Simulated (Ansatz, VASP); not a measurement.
# Ta: VASP beside Ansatz, part 2 of 2

Wanted: the spread between two codes on one cell, functional and k mesh. The structure shown is the end of the Ansatz relaxation below.

VASP 6.6.1 and Ansatz 0.2.0.

So far. Step 3 (VASP: single point, PBEsol, pair 1): The run ends at a pressure of -1.53 GPa, with forces up to 0.0019 eV/Å.

### Step 5. Ansatz: relaxation, PBEsol

Level of this step: Ansatz beside VASP: Kohn-Sham DFT, plane waves, PBEsol (Ansatz).

This run makes the geometry at which the two programs are then compared. The cell compared in this pair holds 143.67 Å³, against 146.16 Å³ for the pair before.

The structure compared here is the end of the Ansatz relaxation.

input.yaml

```yaml
crystal:
  lattice:
    - [5.20069077, 0.0, 0.0]
    - [0.0, 5.20069077, 0.0]
    - [0.0, 0.0, 5.284742338]
  atoms:
    - { symbol: Ta, position: [0.0, 0.0, 0.0] }
    - { symbol: Ta, position: [0.5, 0.5, 0.5] }
    - { symbol: Ta, position: [0.0, 0.5, 0.25] }
    - { symbol: Ta, position: [0.0, 0.5, 0.75] }
    - { symbol: Ta, position: [0.25, 0.0, 0.5] }
    - { symbol: Ta, position: [0.75, 0.0, 0.5] }
    - { symbol: Ta, position: [0.5, 0.75, 0.0] }
    - { symbol: Ta, position: [0.5, 0.25, 0.0] }
kpoints:
  mp_grid: { grid: [8, 8, 8] }
scf:
  occupations: { method: fermi_dirac, width: 0.05 }
hamiltonian:
  xc: pbesol
  pseudopotentials: { kind: paw, azcp: { folder: soft_1 }, xc_functional: pbe }
basis:
  ecutwfc: 600
output:
  forces: true
  stress: true
relax:
  f_tol: 0.005
  max_steps: 70
  cell: { stress_tol: 0.02, p_target: 0, fix: [a, b, alpha, beta, gamma] }
```

Run with:

```bash
ansatz run input.yaml --threads 4 --pin off --max-ram 10240MiB --backend cpu --events-out ev --progress --plain --runs-dir out
```

Numbers of over 12 decimals in the logs are rounded to 6 here.

Output:

```text
[...]
Crystal: 8 atoms, lattice volume = 142.937 Å³
Basis set: ecut = 600 eV, 4801 PW (Γ), exchange–correlation on 90×90×90 points (8 copies of the dense FFT grid, shifted against one another)
Bands: 63, of which v1, the nominal top of the filled ones, is band 52 counted from 1 (51 counted from 0)
Symmetry: 16 space group operations
[...]
k-points: 75 of 512
[...]
- [5.20069077, 0.0, 0.0]
    - [0.0, 5.20069077, 0.0]
    - [0.0, 0.0, 5.311648]
  atoms:
    - { symbol: Ta, position: [0, 0, 0.0] }
    - { symbol: Ta, position: [0.5, 0.5, 0.5] }
    - { symbol: Ta, position: [0, 0.5, 0.25] }
    - { symbol: Ta, position: [0, 0.5, 0.75] }
    - { symbol: Ta, position: [0.249173, 0, 0.5] }
    - { symbol: Ta, position: [0.750827, 0, 0.5] }
    - { symbol: Ta, position: [0.5, 0.749173, 0.0] }
    - { symbol: Ta, position: [0.5, 0.250827, 0.0] }
[key lines of the parts left out:]
SCF converged after 9 iterations
Free energy (F): -78458.912988 eV
Fermi energy:    18.485869 eV
P = ⅓ Tr σ = 1.8546 GPa (18.546 kbar)
```

### Step 6. VASP: single point, PBEsol, pair 2

The same cell, functional, mesh and smearing now go to VASP, with its own data sets.

INCAR

```
SYSTEM = Ta
PREC = Accurate
ENCUT = 500
EDIFF = 1E-06
NELM = 120
ISMEAR = -1
SIGMA = 0.05
LREAL = .FALSE.
ALGO = Normal
GGA = PS
NBANDS = 54
LASPH = .TRUE.
LORBIT = 11
LWAVE = .FALSE.
LCHARG = .FALSE.
ISIF = 2
GGA_COMPAT = .FALSE.
KPAR = 2
```

POSCAR

```
Ta
1.0
    5.2006907700      0.0000000000      0.0000000000
    0.0000000000      5.2006907700      0.0000000000
    0.0000000000      0.0000000000      5.3116480287
Ta
8
Direct
    0.0000000000      0.0000000000      0.0000000000
    0.5000000000      0.5000000000      0.5000000000
    0.0000000000      0.5000000000      0.2500000000
    0.0000000000      0.5000000000      0.7500000000
    0.2491732273      0.0000000000      0.5000000000
    0.7508267727      0.0000000000      0.5000000000
    0.5000000000      0.7491732273      0.0000000000
    0.5000000000      0.2508267727      0.0000000000
```

KPOINTS

```
Automatic mesh
0
Gamma
8 8 8
0 0 0
```

PAW data sets: Ta_pv (PBE family, release 64).

Run with:

```bash
mpirun -np 2 vasp_std
```

Output:

```text
[banner, memory and clock lines left out]
running    2 mpi-ranks, on    1 nodes
[...]
[... a notice as in an earlier step ...]

 LDA part: xc-table for (Slater+PW92), standard interpolation
 POSCAR, INCAR and KPOINTS ok, starting setup
[...]
entering main loop
       N       E                     dE             d eps       ncg     rms          rms(c)
DAV:   1     0.919328284418E+03    0.91933E+03   -0.47687E+04  8164   0.166E+03
DAV:   2    -0.560936232490E+02   -0.97542E+03   -0.95521E+03  8740   0.507E+02
DAV:   3    -0.102798506805E+03   -0.46705E+02   -0.44757E+02 10232   0.956E+01
DAV:   4    -0.104217122132E+03   -0.14186E+01   -0.13946E+01  9616   0.145E+01
[...]
DAV:  12    -0.100050948224E+03   -0.23115E-05   -0.58015E-05 10204   0.477E-02    0.184E-02
DAV:  13    -0.100050945070E+03    0.31537E-05   -0.62974E-06  7944   0.168E-02    0.586E-03
DAV:  14    -0.100050944192E+03    0.87781E-06   -0.91451E-07  5364   0.671E-03
   1 F= -.10005094E+03 E0= -.10001797E+03  d E =-.659428E-01
```

From OUTCAR (step 6):

```text
  Total        2.6929871      2.6929871      0.1341331     -0.0000000      0.0000000      0.0000000
  in kB       30.0326396     30.0326396      1.4958744     -0.0000000      0.0000000      0.0000000
  external PRESSURE =      20.5203845 kB  Pullay stress =       0.0000000 kB

 POSITION                                       TOTAL-FORCE (eV/Angst)
 -----------------------------------------------------------------------------------
      0.00000      0.00000      0.00000         0.000000      0.000000     -0.000000
      2.60035      2.60035      2.65582         0.000000      0.000000     -0.000000
      0.00000      2.60035      1.32791         0.000000      0.000000      0.000000
      0.00000      2.60035      3.98374         0.000000      0.000000     -0.000000
      1.29587      0.00000      2.65582         0.002488      0.000000     -0.000000
      3.90482      0.00000      2.65582        -0.002488      0.000000     -0.000000
      2.60035      3.89622      0.00000         0.000000      0.002488     -0.000000
      2.60035      1.30447      0.00000         0.000000     -0.002488     -0.000000
 -----------------------------------------------------------------------------------
    total drift:                               -0.000000     -0.000000     -0.000000

  FREE ENERGIE OF THE ION-ELECTRON SYSTEM (eV)
  ---------------------------------------------------
  free  energy   TOTEN  =      -100.0509441923 eV

  energy  without entropy=      -99.9850013626  energy(sigma->0) =     -100.01797278

[... 1 part as in an earlier step ...]

[... 2 further parts left out ...]
[key lines of the parts left out:]
E-fermi :   5.4412
```

The run ends at a pressure of 2.05 GPa, with forces up to 0.0025 eV/Å.

### Step 7. Comparison

What differs besides the data sets and the points named for the pairs above, as far as they apply: the data sets hold 104 valence electrons in Ansatz (on its PAW soft_1 files) and 88 in VASP. Total energies have different zeros and are not compared.

Both answers:

| quantity | Ansatz | VASP | difference |
| --- | --- | --- | --- |
| pressure (GPa) | 1.85 | 2.05 | -0.20 |

At this near-relaxed geometry the largest component of a force difference is 3 meV/Å.

### Step 8. Ansatz: relaxation, PBEsol

This run makes the geometry at which the two programs are then compared. The cell compared in this pair holds 147.16 Å³, against 143.67 Å³ for the pair before.

The structure compared here is the end of the Ansatz relaxation.

Changes to input.yaml since step 5:

```diff
@@ -2,5 +2,5 @@
   lattice:
-    - [5.20069077, 0.0, 0.0]
-    - [0.0, 5.20069077, 0.0]
-    - [0.0, 0.0, 5.284742338]
+    - [5.35828746, 0.0, 0.0]
+    - [0.0, 5.35828746, 0.0]
+    - [0.0, 0.0, 5.190184324]
   atoms:
@@ -26,2 +26,6 @@
   stress: true
+  write_density: true
+  write_potential: true
+  elf: true
+  volumetric_format: npy
 relax:
```

Run with:

```bash
ansatz run input.yaml --threads 4 --pin off --max-ram 10240MiB --backend cpu --events-out ev --progress --plain --runs-dir out
```

Output:

```text
[...]
Crystal: 8 atoms, lattice volume = 149.017 Å³
Basis set: ecut = 600 eV, 4969 PW (Γ), exchange–correlation on 90×90×90 points (8 copies of the dense FFT grid, shifted against one another)
Bands: 63, of which v1, the nominal top of the filled ones, is band 52 counted from 1 (51 counted from 0)
Symmetry: 16 space group operations
[...]
k-points: 75 of 512
[...]
- [5.35828746, 0.0, 0.0]
    - [0.0, 5.35828746, 0.0]
    - [0.0, 0.0, 5.125627]
  atoms:
    - { symbol: Ta, position: [0, 0, 0.0] }
    - { symbol: Ta, position: [0.5, 0.5, 0.5] }
    - { symbol: Ta, position: [0, 0.5, 0.25] }
    - { symbol: Ta, position: [0, 0.5, 0.75] }
    - { symbol: Ta, position: [0.251407, 0, 0.5] }
    - { symbol: Ta, position: [0.748593, 0, 0.5] }
    - { symbol: Ta, position: [0.5, 0.751407, 0.0] }
    - { symbol: Ta, position: [0.5, 0.248593, 0.0] }
[key lines of the parts left out:]
SCF converged after 8 iterations
Free energy (F): -78458.849616 eV
Fermi energy:    17.984422 eV
P = ⅓ Tr σ = -3.0858 GPa (-30.858 kbar)
```

### Step 9. VASP: single point, PBEsol, pair 3

The same cell, functional, mesh and smearing now go to VASP, with its own data sets.

INCAR is that of step 6.

POSCAR

```
Ta
1.0
    5.3582874600      0.0000000000      0.0000000000
    0.0000000000      5.3582874600      0.0000000000
    0.0000000000      0.0000000000      5.1256274438
Ta
8
Direct
    0.0000000000      0.0000000000      0.0000000000
    0.5000000000      0.5000000000      0.5000000000
    0.0000000000      0.5000000000      0.2500000000
    0.0000000000      0.5000000000      0.7500000000
    0.2514072585      0.0000000000      0.5000000000
    0.7485927415      0.0000000000      0.5000000000
    0.5000000000      0.7514072585      0.0000000000
    0.5000000000      0.2485927415      0.0000000000
```

KPOINTS is that of step 6.

Run with:

```bash
mpirun -np 2 vasp_std
```

Output:

```text
[... set-up lines as in an earlier step ...]
 entering main loop
       N       E                     dE             d eps       ncg     rms          rms(c)
DAV:   1     0.909609779279E+03    0.90961E+03   -0.47639E+04  8164   0.165E+03
DAV:   2    -0.571966110310E+02   -0.96681E+03   -0.94660E+03  8720   0.503E+02
DAV:   3    -0.102802316180E+03   -0.45606E+02   -0.43642E+02 10118   0.942E+01
DAV:   4    -0.104274001760E+03   -0.14717E+01   -0.14458E+01  9624   0.147E+01
[...]
DAV:  13    -0.999911774679E+02    0.19016E-05   -0.59758E-06  7464   0.152E-02    0.652E-03
DAV:  14    -0.999911764425E+02    0.10254E-05   -0.84024E-07  5370   0.591E-03    0.108E-03
DAV:  15    -0.999911765629E+02   -0.12043E-06   -0.13123E-07  5334   0.221E-03
   1 F= -.99991177E+02 E0= -.99957859E+02  d E =-.666342E-01
```

OUTCAR, selected parts (step 9):

```text
  Total       -4.1570918     -4.1570918      0.2284378      0.0000000      0.0000000      0.0000000
  in kB      -45.2586029    -45.2586029      2.4870214      0.0000000      0.0000000      0.0000000
  external PRESSURE =     -29.3433948 kB  Pullay stress =       0.0000000 kB

 POSITION                                       TOTAL-FORCE (eV/Angst)
 -----------------------------------------------------------------------------------
      0.00000      0.00000      0.00000         0.000000      0.000000      0.000000
      2.67914      2.67914      2.56281         0.000000      0.000000      0.000000
      0.00000      2.67914      1.28141        -0.000000      0.000000      0.000000
      0.00000      2.67914      3.84422         0.000000      0.000000     -0.000000
      1.34711      0.00000      2.56281        -0.003547      0.000000      0.000000
      4.01118      0.00000      2.56281         0.003547      0.000000      0.000000
      2.67914      4.02626      0.00000         0.000000     -0.003547      0.000000
      2.67914      1.33203      0.00000        -0.000000      0.003547     -0.000000
 -----------------------------------------------------------------------------------
    total drift:                                0.000000      0.000000      0.000000

  FREE ENERGIE OF THE ION-ELECTRON SYSTEM (eV)
  ---------------------------------------------------
  free  energy   TOTEN  =       -99.9911765629 eV

  energy  without entropy=      -99.9245423343  energy(sigma->0) =      -99.95785945

[... 1 part as in an earlier step ...]

[... 2 further parts left out ...]
[key lines of the parts left out:]
E-fermi :   5.2480
```

The run ends at a pressure of -2.93 GPa, with forces up to 0.0035 eV/Å.

### Step 10. Comparison

What differs besides the data sets and the points named for the pairs above, as far as they apply: the data sets hold 104 valence electrons in Ansatz (on its PAW soft_1 files) and 88 in VASP. Total energies have different zeros and are not compared.

The two programs side by side:

| quantity | Ansatz | VASP | difference |
| --- | --- | --- | --- |
| pressure (GPa) | -3.09 | -2.93 | -0.15 |

At this near-relaxed geometry the largest component of a force difference is 3 meV/Å.

### Step 11. Results

| Item | Value |
| --- | --- |
| difference in pressure (single point, PBEsol, pair 1) | -0.16 GPa |
| difference in pressure (single point, PBEsol, pair 2) | -0.20 GPa |
| difference in pressure (single point, PBEsol, pair 3) | -0.15 GPa |

The difference in pressure is -0.20 GPa (single point, PBEsol, pair 2), within the 1 GPa picked in this series as the mark of a large difference. The data sets hold unlike numbers of valence electrons (104 in Ansatz and 88 in VASP), so part of the differences comes from the potentials. How closely two codes agree says nothing of how well the functional describes the real material.

[Lines on the potential files, build, host, timing and source positions are cut from VASP's logs without a mark.]

[Logs are printed without paths, hosts, clocks, repeated set-up lines and the standing remarks that a program may print on its own settings, such as how far it seeks lower states.]

[Hosts, paths, dates, database ids (printed as entryN), source tags and the programs' standing remarks are cut or masked in the printed files.]
